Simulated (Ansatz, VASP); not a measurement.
# MoS2: VASP beside Ansatz, part 2 of 2

Aim: how closely do two programs agree when they are given the same cell, functional and k mesh? The structure shown is the start of the Ansatz relaxation below; VASP solves that cell, so the two are compared at the walk's first step.

VASP 6.6.1 and Ansatz 0.2.0.

So far. Step 4 (Comparison): The forces differ by 4.5 meV/Å r.m.s., which is 4.2 % of the r.m.s. force of 0.107 eV/Å (both taken over all components). Where the cell holds vacuum, a pressure given here is an average over it and none of the material.

## Step 6: VASP: single point, PBEsol, start cell, pair 2

Level of this step: PBEsol, no spin polarisation; plane waves and PAW (Mo_sv, S) (VASP).

The same cell, functional, mesh and smearing now go to VASP, with its own data sets.

INCAR reads:

```
SYSTEM = MoS2
PREC = Accurate
ENCUT = 400
EDIFF = 1E-06
NELM = 120
ISMEAR = 1
SIGMA = 0.2
LREAL = .FALSE.
ALGO = Normal
GGA = PS
NBANDS = 19
LASPH = .TRUE.
LORBIT = 11
LWAVE = .FALSE.
LCHARG = .FALSE.
ISIF = 2
LDIPOL = .TRUE.
IDIPOL = 3
DIPOL = 0.5 0.5 0.339
LVHAR = .TRUE.
GGA_COMPAT = .FALSE.
NELMDL = -8
KPAR = 2
```

POSCAR reads:

```
MoS2
1.0
    3.0186784053      0.0000000000      0.0000000000
   -1.5093392026      2.6951053451      0.0000000000
    0.0000000000      0.0000000000     29.5040000000
Mo S
1 2
Direct
    0.0000000000      0.0000000000      0.3389370933
    0.3309938656      0.6619877311      0.3939225868
    0.6690061344      0.3380122689      0.2839515998
```

KPOINTS reads:

```
Automatic mesh
0
Gamma
15 15 1
0 0 0
```

PAW data sets: Mo_sv and S (PBE family, release 64).

The run is started by

```console
$ mpirun -np 2 vasp_std
```

Numbers of over 12 decimals in the logs are rounded to 6 here.

Log:

```text
[banner, memory and clock lines left out]
running    2 mpi-ranks, on    1 nodes
[...]
[... a notice as in an earlier step ...]

 LDA part: xc-table for (Slater+PW92), standard interpolation
 POSCAR, INCAR and KPOINTS ok, starting setup
[...]
entering main loop
       N       E                     dE             d eps       ncg     rms          rms(c)
DAV:   1     0.132068718554E+03    0.13207E+03   -0.12053E+04  3456   0.851E+02
DAV:   2    -0.131021478375E+02   -0.14517E+03   -0.14178E+03  3487   0.203E+02
DAV:   3    -0.238277863521E+02   -0.10726E+02   -0.10649E+02  3299   0.516E+01
DAV:   4    -0.239656960386E+02   -0.13791E+00   -0.13740E+00  3310   0.644E+00
[...]
DAV:  25    -0.225363671587E+02   -0.28049E-05   -0.53193E-08  2012   0.636E-04    0.324E-04
DAV:  26    -0.225363688200E+02   -0.16613E-05   -0.38588E-08  1989   0.592E-04    0.157E-04
DAV:  27    -0.225363691102E+02   -0.29025E-06   -0.35682E-09  1696   0.269E-04
   1 F= -.22536369E+02 E0= -.22536723E+02  d E =0.106199E-02
```

From OUTCAR (step 6):

```text
  Total        2.2001035     -0.0517192      0.2989292     -0.0000000     -0.1779107     -0.0000000
  in kB       14.6852114     -0.3452142      1.9952871     -0.0000000     -1.1875153     -0.0000000
  external PRESSURE =       5.4450948 kB  Pullay stress =       0.0000000 kB

 POSITION                                       TOTAL-FORCE (eV/Angst)
 -----------------------------------------------------------------------------------
      0.00000      0.00000     10.00000         0.000000      0.000000      0.000000
      0.00000      1.78413     11.62229        -0.000000     -0.055089      0.127347
      1.50934      0.91098      8.37771         0.000000      0.055089     -0.127347
 -----------------------------------------------------------------------------------
    total drift:                               -0.000000      0.000000      0.000063

  FREE ENERGIE OF THE ION-ELECTRON SYSTEM (eV)
  ---------------------------------------------------
  free  energy   TOTEN  =       -22.5363691102 eV

  energy  without entropy=      -22.5374311025  energy(sigma->0) =      -22.53672311

[... 3 further parts left out ...]
[key lines of the parts left out:]
E-fermi :  -2.2253
```

The run ends at a pressure of 0.54 GPa, with forces up to 0.14 eV/Å.

## Step 7: Differences

Forces (eV/Å; atoms numbered as in POSCAR):

```csv
atom,"Ansatz x, y, z","VASP x, y, z"
Mo1,"0.000, 0.000, 0.000","0.000, 0.000, 0.000"
S2,"0.000, -0.055, 0.122","0.000, -0.055, 0.127"
S3,"0.000, 0.055, -0.122","0.000, 0.055, -0.127"
```

The forces differ by 2.4 meV/Å r.m.s., which is 3.7 % of the r.m.s. force of 0.065 eV/Å (both taken over all components). Where the cell holds vacuum, a pressure given here is an average over it and none of the material.

## Step 8: Ansatz: relaxation, PBEsol

The two programs are compared at the cell with which this relaxation starts, whose forces are those of its first step.

The structure compared here is the start of the Ansatz relaxation; VASP solves that cell, so the two are compared at the walk's first step.

input.yaml reads:

```yaml
crystal:
  lattice:
    - [3.112039593, 0.0, 0.0]
    - [-1.5560197965, 2.6142521847, 0.0]
    - [0.0, 0.0, 29.504]
  atoms:
    - { symbol: Mo, position: [0.0, 0.0, 0.3389370933] }
    - { symbol: S, position: [0.3356763018, 0.6713526035, 0.3939246896] }
    - { symbol: S, position: [0.6643236982, 0.3286473965, 0.283949497] }
  periodic: [true, true, false]
kpoints:
  mp_grid: { grid: [15, 15, 1] }
hamiltonian:
  xc: pbesol
  pseudopotentials: { kind: paw, azcp: { folder: soft_1 }, xc_functional: pbe }
scf:
  occupations: { method: methfessel_paxton, width: 0.2 }
output:
  forces: true
  stress: true
  eigenvalues: true
relax:
  adjacent_minimum: "off"
  f_tol: 0.001
  max_steps: 60
```

The run is started by

```console
$ ansatz run input.yaml --threads 4 --pin off --max-ram 16384MiB --backend cpu --events-out ev --progress --plain --runs-dir out
```

Log:

```text
[...]
Crystal: 3 atoms, lattice volume = 240.034 Å³
Basis set: ecut = 420 eV, 4643 PW (Γ), exchange–correlation on 48×48×400 points (8 copies of the dense FFT grid, shifted against one another)
Bands: 17, of which v1, the nominal top of the filled ones, is band 13 counted from 1 (12 counted from 0)
Symmetry: 4 space group operations
[...]
--- Relaxed structure (4 steps of the walk, 4 accepted, 0 SCFs on fresh bases) ---
  F+E_penalty+E_count = -6669.29133689 eV   max|allowed force component| = 1.267e-4 eV/Å
  cell:  # Å, volume = 240.0344 Å³
    - [3.112039593, 0.0, 0.0]
    - [-1.5560197965, 2.6142521847, 0.0]
    - [0.0, 0.0, 29.504]
  atoms:
    - { symbol: Mo, position: [0, -1.0368186539451267e-19, 0.338937] }
    - { symbol: S, position: [0.336895, 0.673789, 0.394165] }
    - { symbol: S, position: [0.663105, 0.326211, 0.283709] }
[key lines of the parts left out:]
SCF converged after 3 iterations
Free energy (F): -6669.291337 eV
Fermi energy:    -5.095835 eV
P = ½ c Tr σ = 1.9017 N/m
```

## Step 9: VASP: single point, PBEsol, start cell, pair 3

The same cell, functional, mesh and smearing now go to VASP, with its own data sets.

INCAR is that of step 6.

POSCAR reads:

```
MoS2
1.0
    3.1120395930      0.0000000000      0.0000000000
   -1.5560197965      2.6142521847      0.0000000000
    0.0000000000      0.0000000000     29.5040000000
Mo S
1 2
Direct
    0.0000000000      0.0000000000      0.3389370933
    0.3356763174      0.6713526349      0.3939246882
    0.6643236826      0.3286473652      0.2839494984
```

KPOINTS is that of step 6.

The run is started by

```console
$ mpirun -np 2 vasp_std
```

Log:

```text
[... set-up lines as in an earlier step ...]
 entering main loop
       N       E                     dE             d eps       ncg     rms          rms(c)
DAV:   1     0.132122793385E+03    0.13212E+03   -0.12013E+04  3456   0.849E+02
DAV:   2    -0.129702497473E+02   -0.14509E+03   -0.14234E+03  3428   0.202E+02
DAV:   3    -0.238263421531E+02   -0.10856E+02   -0.10747E+02  3307   0.518E+01
DAV:   4    -0.239660226527E+02   -0.13968E+00   -0.13918E+00  3284   0.642E+00
[...]
DAV:  25    -0.225363617049E+02   -0.29666E-05   -0.60629E-08  2000   0.662E-04    0.261E-04
DAV:  26    -0.225363632736E+02   -0.15687E-05   -0.34982E-08  1980   0.565E-04    0.160E-04
DAV:  27    -0.225363635606E+02   -0.28701E-06   -0.32298E-09  1693   0.246E-04
   1 F= -.22536364E+02 E0= -.22536784E+02  d E =0.126150E-02
```

OUTCAR, selected parts (step 9):

```text
  Total       -0.0620215      2.1964329      0.3028050      0.0000000      0.1828517      0.0000000
  in kB       -0.4139800     14.6607112      2.0211576      0.0000000      1.2204955      0.0000000
  external PRESSURE =       5.4226296 kB  Pullay stress =       0.0000000 kB

 POSITION                                       TOTAL-FORCE (eV/Angst)
 -----------------------------------------------------------------------------------
      0.00000      0.00000     10.00000         0.000000     -0.000000      0.000000
     -0.00000      1.75509     11.62235         0.000000      0.056612      0.128458
      1.55602      0.85917      8.37765         0.000000     -0.056612     -0.128458
 -----------------------------------------------------------------------------------
    total drift:                                0.000000     -0.000001      0.000045

  FREE ENERGIE OF THE ION-ELECTRON SYSTEM (eV)
  ---------------------------------------------------
  free  energy   TOTEN  =       -22.5363635606 eV

  energy  without entropy=      -22.5376250622  energy(sigma->0) =      -22.53678406

[... 1 part as in an earlier step ...]

[... 2 further parts left out ...]
[key lines of the parts left out:]
E-fermi :  -2.2243
```

The run ends at a pressure of 0.54 GPa, with forces up to 0.14 eV/Å.

## Step 10: Differences

Forces (eV/Å; atoms numbered as in POSCAR):

| atom | Ansatz x, y, z | VASP x, y, z |
| --- | --- | --- |
| Mo1 | 0.000, 0.000, 0.000 | 0.000, 0.000, 0.000 |
| S2 | 0.000, 0.057, 0.123 | 0.000, 0.057, 0.128 |
| S3 | 0.000, -0.057, -0.123 | 0.000, -0.057, -0.128 |

The forces differ by 2.4 meV/Å r.m.s., which is 3.6 % of the r.m.s. force of 0.066 eV/Å (both taken over all components). Where the cell holds vacuum, a pressure given here is an average over it and none of the material.

## Step 11: What came out

```yaml
r_m_s_force_difference_single_point_pbesol_start_cell_pair_1: 4.5 meV/Å
r_m_s_force_difference_single_point_pbesol_start_cell_pair_2: 2.4 meV/Å
r_m_s_force_difference_single_point_pbesol_start_cell_pair_3: 2.4 meV/Å
```

What this shows: The r.m.s. force difference is 4.5 meV/Å (single point, PBEsol, start cell, pair 1), within the 12 meV/Å picked in this series as the mark of a large difference. 13 further pairs of this series are not shown here. How closely two codes agree says nothing of how well the functional describes the real material.

[Lines on the potential files, build, host, timing and source positions are cut from VASP's logs without a mark.]

[Logs are printed without paths, hosts, clocks, repeated set-up lines and the standing remarks that a program may print on its own settings, such as how far it seeks lower states.]

[Hosts, paths, dates, database ids (printed as entryN), source tags and the programs' standing remarks are cut or masked in the printed files.]
